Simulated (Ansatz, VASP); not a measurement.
**Cross-check of SnAs between VASP and Ansatz**

Wanted: the spread between two codes on one cell, functional and k mesh. The cell is taken from a series of runs on this material, whose earlier steps may have relaxed, scaled, displaced or heated it; both programs get it as it stands.

Calculated with Ansatz 0.2.0; plane waves, with VASP 6.6.1 beside it; relaxation of cell and atoms at PBEsol, spin-orbit coupling.

## 1. Starting point

The structure is cubic, space group Fm-3m (No. 225). Conventional cell: a = 5.713 Å, b = 5.713 Å, c = 5.713 Å, α = 90.00°, β = 90.00°, γ = 90.00°. Nearest to Sn lie 6 As at 2.86 Å. As has 6 Sn at 2.86 Å nearest. Farther neighbours are not listed.

Coordinates:

```xyz
2
Lattice="0.0000 2.8566 2.8566 2.8566 0.0000 2.8566 2.8566 2.8566 0.0000" Properties=species:S:1:pos:R:3 pbc="T T T"
Sn    2.8566    2.8566    2.8566
As    0.0000    0.0000    0.0000
```

## 2. VASP: relaxation of cell and atoms, PBEsol, spin-orbit coupling

The relaxed volume is the usual yardstick between codes: in a stiff, nearly cubic crystal its relative difference is about their pressure difference at one cell divided by the bulk modulus.

Lines of VASP's logs that name or quote its potential files are left out, and so is its time.

Contents of INCAR:

```
SYSTEM = SnAs
PREC = Accurate
ENCUT = 500
EDIFF = 1E-07
NELM = 200
ISMEAR = -1
SIGMA = 0.15
LREAL = .FALSE.
ALGO = Normal
GGA = PS
LNONCOLLINEAR = .TRUE.
MAGMOM = 0 0 0 0 0 0
NBANDS = 30
GGA_COMPAT = .FALSE.
LASPH = .TRUE.
LSORBIT = .TRUE.
LORBIT = 11
LWAVE = .FALSE.
LCHARG = .FALSE.
ISIF = 3
IBRION = 2
NSW = 80
EDIFFG = -0.005
NELMIN = 4
KPAR = 2
```

Contents of POSCAR:

```
SnAs
1.0
    0.0000000000      2.8565610000      2.8565610000
    2.8565610000      0.0000000000      2.8565610000
    2.8565610000      2.8565610000      0.0000000000
Sn As
1 1
Direct
    0.5000000000      0.5000000000      0.5000000000
    0.0000000000      0.0000000000      0.0000000000
```

Contents of KPOINTS:

```
Automatic mesh
0
Gamma
16 16 16
0 0 0
```

Potentials, in the order of the species: Sn_d and As (PBE family, release 64).

Run with:

```sh
mpirun -np 2 vasp_ncl
```

Numbers of over 12 decimals in the logs are rounded to 6 here.

The log of the run:

```text
[banner, memory and clock lines left out]
running    2 mpi-ranks, on    1 nodes
 distrk:  each k-point on    1 cores,    2 groups
 distr:  one band on    1 cores,    1 groups

 POSCAR found type information on POSCAR SnAs
 POSCAR found :  2 types and       2 ions
|                                                                             |
|               ----> ADVICE to this user running VASP <----                  |
|                                                                             |
|     You enforced a specific xc type in the INCAR file but a different       |
|     [... a line on the potential file left out ...]
|     I HOPE YOU KNOW WHAT YOU ARE DOING!                                     |
|                                                                             |

 LDA part: xc-table for (Slater+PW92), standard interpolation
 POSCAR, INCAR and KPOINTS ok, starting setup
 FFT: planning ... GRIDC
 FFT: planning ... GRID_SOFT
 FFT: planning ... GRID
 WAVECAR not read
 entering main loop
       N       E                     dE             d eps       ncg     rms          rms(c)
DAV:   1     0.162679325075E+03    0.16268E+03   -0.89015E+03  9114   0.165E+03
DAV:   2     0.114209850157E+02   -0.15126E+03   -0.14575E+03  8740   0.456E+02
DAV:   3    -0.891806727665E+01   -0.20339E+02   -0.19970E+02 10606   0.136E+02
DAV:   4    -0.971646824103E+01   -0.79840E+00   -0.79592E+00 10150   0.283E+01
DAV:   5    -0.973669267512E+01   -0.20224E-01   -0.20223E-01 11466   0.488E+00    0.280E+00
DAV:   6    -0.963690504818E+01    0.99788E-01   -0.16297E-01 12176   0.479E+00    0.164E+00
DAV:   7    -0.962954166241E+01    0.73634E-02   -0.51507E-02 11688   0.175E+00    0.677E-01
DAV:   8    -0.962861287971E+01    0.92878E-03   -0.28507E-03 10540   0.514E-01    0.391E-01
DAV:   9    -0.962843562443E+01    0.17726E-03   -0.72860E-04 10552   0.270E-01    0.488E-02
DAV:  10    -0.962842170717E+01    0.13917E-04   -0.16256E-04 11538   0.165E-01    0.279E-02
DAV:  11    -0.962842121155E+01    0.49562E-06   -0.22056E-05 10702   0.521E-02    0.292E-03
DAV:  12    -0.962842165497E+01   -0.44342E-06   -0.18987E-06 11420   0.108E-02    0.156E-03
DAV:  13    -0.962842162897E+01    0.25996E-07   -0.53088E-08  7068   0.178E-03
   1 F= -.96284216E+01 E0= -.96016276E+01  d E =-.962842E+01  mag=    -0.0000     0.0000     0.0000
 curvature:   0.00 expect dE= 0.000E+00 dE for cont linesearch  0.000E+00
 trial: gam= 0.00000 g(F)=  0.149E-58 g(S)=  0.313E-03 ort = 0.000E+00 (trialstep = 0.100E+01)
 search vector abs. value=  0.313E-03
 bond charge predicted
       N       E                     dE             d eps       ncg     rms          rms(c)
DAV:   1    -0.963196930252E+01   -0.35476E-02   -0.74435E-02 11000   0.469E+00    0.320E-01
DAV:   2    -0.962923695610E+01    0.27323E-02   -0.45926E-03 10844   0.121E+00    0.147E-01
DAV:   3    -0.962853013827E+01    0.70682E-03   -0.19297E-03 11418   0.751E-01    0.247E-02
DAV:   4    -0.962851375938E+01    0.16379E-04   -0.93171E-05  9628   0.113E-01    0.130E-02
DAV:   5    -0.962850684247E+01    0.69169E-05   -0.44240E-06 11312   0.212E-02    0.801E-03
DAV:   6    -0.962850215382E+01    0.46887E-05   -0.17787E-06 11682   0.135E-02    0.153E-03
DAV:   7    -0.962850175610E+01    0.39773E-06   -0.47642E-07 10412   0.117E-02    0.587E-04
DAV:   8    -0.962850177248E+01   -0.16380E-07   -0.49009E-08  5256   0.383E-03
   2 F= -.96285018E+01 E0= -.96015064E+01  d E =-.801435E-04  mag=     0.0000    -0.0000    -0.0000
 trial-energy change:   -0.000080  1 .order   -0.000083   -0.000313    0.000146
 step:   0.6726(harm=  0.6818)  dis= 0.00000  next Energy=    -9.628526 (dE=-0.104E-03)
 bond charge predicted
       N       E                     dE             d eps       ncg     rms          rms(c)
DAV:   1    -0.962889838336E+01   -0.39663E-03   -0.79337E-03 10988   0.152E+00    0.105E-01
DAV:   2    -0.962860291903E+01    0.29546E-03   -0.49563E-04 10850   0.399E-01    0.480E-02
DAV:   3    -0.962852859352E+01    0.74326E-04   -0.20447E-04 11356   0.245E-01    0.809E-03
DAV:   4    -0.962852796082E+01    0.63270E-06   -0.99217E-06  9632   0.366E-02    0.426E-03
DAV:   5    -0.962852772876E+01    0.23206E-06   -0.46692E-07 11140   0.686E-03    0.264E-03
DAV:   6    -0.962852781205E+01   -0.83288E-07   -0.18554E-07  8276   0.444E-03
   3 F= -.96285278E+01 E0= -.96015987E+01  d E =-.106183E-03  mag=     0.0000    -0.0000     0.0000
 curvature:  -0.34 expect dE=-0.371E-06 dE for cont linesearch -0.371E-06
 trial: gam=-0.05553 g(F)=  0.260E-58 g(S)=  0.109E-05 ort = 0.184E-04 (trialstep = 0.935E+00)
 search vector abs. value=  0.389E-08
 reached required accuracy - stopping structural energy minimisation
```

Parts of OUTCAR (step 2):

```text
ion  position               nearest neighbor table
   1  0.500  0.500  0.500-   2 2.86   2 2.86   2 2.86   2 2.86   2 2.86   2 2.86
   2  0.000  0.000  0.000-   1 2.86   1 2.86   1 2.86   1 2.86   1 2.86   1 2.86

  LATTYP: Found a face centered cubic cell.
 ALAT       =     5.7131220000

 Subroutine GETGRP returns: Found 48 space group operations
 (whereof 48 operations were pure point group operations)

The static configuration has the point symmetry O_h .

 Found    145 irreducible k-points:

   k-points           NKPTS =    145   k-points in BZ     NKDIM =    145   number of bands    NBANDS=     30

   dimension x,y,z NGX =    30 NGY =   30 NGZ =   30
   dimension x,y,z NGXF=    60 NGYF=   60 NGZF=   60

   ENCUT  =  500.0 eV  36.75 Ry    6.06 a.u.   7.37  7.37  7.37*2*pi/ulx,y,z

   NELECT =      19.0000    total number of electrons

 k-points in reciprocal lattice and weights: Automatic mesh
   0.00000000  0.00000000  0.00000000       0.000
   0.06250000  0.00000000  0.00000000       0.002
   0.12500000  0.00000000  0.00000000       0.002
   0.18750000  0.00000000  0.00000000       0.002
   0.25000000  0.00000000  0.00000000       0.002
   0.31250000  0.00000000  0.00000000       0.002
   0.37500000  0.00000000  0.00000000       0.002
   0.43750000  0.00000000  0.00000000       0.002
   0.50000000  0.00000000  0.00000000       0.001
[...]
-0.31250000  0.50000000  0.18750000       0.003
  -0.25000000  0.50000000  0.25000000       0.001

 average (electrostatic) potential at core
       1 -99.9058       2 -47.4714

 E-fermi :   6.9035

 k-point     1 :       0.0000    0.0000    0.0000
  band No.  band energies     occupation
    ...
     16       5.5523      0.99988
     17       5.9905      0.99773
     18       5.9905      0.99773
     19       5.9905      0.99773
     20       5.9905      0.99773
     21      11.9104      0.00000
     22      11.9104      0.00000
     23      12.6634      0.00000
     24      12.6634      0.00000
     25      12.6634      0.00000
    ...

 k-point     2 :       0.0625    0.0000    0.0000
  band No.  band energies     occupation
    ...
     16       5.6443      0.99977
     17       5.9937      0.99768
     18       5.9937      0.99768
     19       6.2725      0.98533
     20       6.2725      0.98533
     21      11.6299      0.00000
     22      11.6299      0.00000
     23      12.2498      0.00000
     24      12.2498      0.00000
     25      12.2946      0.00000
    ...

 k-point     3 :       0.1250    0.0000    0.0000
  band No.  band energies     occupation
    ...
     16       5.7011      0.99967
     17       6.0063      0.99748
     18       6.0063      0.99748
     19       6.8233      0.63061
     20       6.8233      0.63061
     21      11.0277      0.00000
     22      11.0277      0.00000
     23      11.5872      0.00000
     24      11.5872      0.00000
     25      11.5886      0.00000
    ...

  Total        0.0038781      0.0038781      0.0038781      0.0000000     -0.0000000      0.0000000
  in kB        0.1328562      0.1328562      0.1328562      0.0000000     -0.0000000      0.0000000
  external PRESSURE =       0.1328562 kB  Pullay stress =       0.0000000 kB

  energy-cutoff  :      500.00
  volume of cell :       46.77
      direct lattice vectors                 reciprocal lattice vectors
     0.000000000  2.859606653  2.859606653    -0.174849223  0.174849223  0.174849223
     2.859606653  0.000000000  2.859606653     0.174849223 -0.174849223  0.174849223
     2.859606653  2.859606653  0.000000000     0.174849223  0.174849223 -0.174849223

 POSITION                                       TOTAL-FORCE (eV/Angst)
 -----------------------------------------------------------------------------------
      2.85961      2.85961      2.85961        -0.000000      0.000000     -0.000000
      0.00000      0.00000      0.00000         0.000000     -0.000000      0.000000
 -----------------------------------------------------------------------------------
    total drift:                                0.000000      0.000000      0.000000

  FREE ENERGIE OF THE ION-ELECTRON SYSTEM (eV)
  ---------------------------------------------------
  free  energy   TOTEN  =        -9.6285278120 eV

  energy  without entropy=       -9.5746696116  energy(sigma->0) =       -9.60159871

 reached required accuracy - stopping structural energy minimisation

 Spin-Orbit-Coupling matrix elements
 Ion:    1  E_soc:     -0.0970596
 Ion:    2  E_soc:     -0.0276860

 total charge
# of ion       s       p       d       tot
------------------------------------------
    1        1.225   0.949  10.016  12.190
    2        1.268   1.438   0.034   2.740
--------------------------------------------------
tot          2.493   2.387  10.050  14.931

 magnetization (x)
# of ion       s       p       d       tot
------------------------------------------
    1       -0.000   0.000   0.000  -0.000
    2       -0.000  -0.000  -0.000  -0.000
--------------------------------------------------
tot         -0.000  -0.000  -0.000  -0.000

 magnetization (y)
# of ion       s       p       d       tot
------------------------------------------
    1        0.000  -0.000  -0.000   0.000
    2       -0.000  -0.000   0.000  -0.000
--------------------------------------------------
tot          0.000  -0.000   0.000   0.000

 magnetization (z)
# of ion       s       p       d       tot
------------------------------------------
    1       -0.000   0.000   0.000   0.000
    2        0.000  -0.000   0.000   0.000
--------------------------------------------------
tot          0.000   0.000   0.000   0.000

[... 3 further parts left out ...]
```

CONTCAR:

```
SnAs
   1.00000000000000
     0.0000000000000000    2.8596066530696307    2.8596066530696307
     2.8596066530696307    0.0000000000000000    2.8596066530696307
     2.8596066530696307    2.8596066530696307    0.0000000000000000
  Sn              As
     1     1
Direct
     0.5000000000000000    0.5000000000000000    0.5000000000000000
     0.0000000000000000    0.0000000000000000    0.0000000000000000
```

(Continued in part 2 of 2.)

[Lines on the potential files, build, host, timing and source positions are cut from VASP's logs without a mark.]

[Logs are printed without paths, hosts, clocks, repeated set-up lines and the standing remarks that a program may print on its own settings, such as how far it seeks lower states.]

[Hosts, paths, dates, database ids (printed as entryN), source tags and the programs' standing remarks are cut or masked in the printed files.]
